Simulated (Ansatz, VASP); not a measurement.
**One calculation of LiRh, two programs**

```xyz
2
Lattice="2.6029 0.0000 0.0000 -1.3015 2.2542 0.0000 0.0000 0.0000 4.2591" Properties=species:S:1:pos:R:3 pbc="T T T"
Li    0.0000    0.0000    2.1295
Rh    1.3015    0.7514    0.0000
```

Alike in both runs: functional LDA; k mesh 20 × 20 × 10; occupations gaussian, width 0.05 eV; collinear spin.

Ansatz relaxed the structure, and its values are those at the end. VASP's run is a single point on that final structure, the one shown.

|  | VASP | Ansatz |
| --- | --- | --- |
| version | VASP 6.6.1 | Ansatz 0.2.0 |
| potentials or method | VASP PAW LDA potentials, release 64 (Li_sv, Rh_pv) | scalar-relativistic, plane waves, PAW |
| plane-wave cutoff (eV) | 520 | 420 |
| valence electrons in the cell | 18 | 20 |

|  | VASP | Ansatz | Ansatz less VASP |
| --- | --- | --- | --- |
| gap on the k mesh at the Fermi level (eV) | none | none | - |
| net moment per atom (μB) | 0.00 | 0.00 | 0.000 |

A gap of «none» marks a metal or a gap that the smearing closes. The two sets of potentials don't hold the same shells in valence. Ansatz warned: «seeded_moment_not_kept».
